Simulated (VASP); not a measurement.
Input:

```yaml
crystal:
  lattice:
    - [-1.68514, 1.68514, 1.68514]
    - [1.68514, -1.68514, 1.68514]
    - [1.68514, 1.68514, -1.68514]
  atoms:
    - { symbol: Ta, position: [0.00000, 0.00000, 0.00000] }
```

Method: RPBE GGA, VASP's PBE PAW potentials (set 64) (plane waves; VASP). Run with 520 eV cut-off, 15×15×15 Γ-centred mesh, first-order Methfessel-Paxton smearing of 0.10 eV, potentials Ta_pv.

Question: Give the stress tensor in GPa (positive for a compressed cell).

Answer: 
```
-5.06   0.00   0.00
 0.00  -5.06   0.00
 0.00   0.00  -5.06
```
The pressure is its mean diagonal, -5.06 GPa.

The compound is Ta in the bcc structure. This cell is one point of a volume scan, at 1.03 of the reference volume.
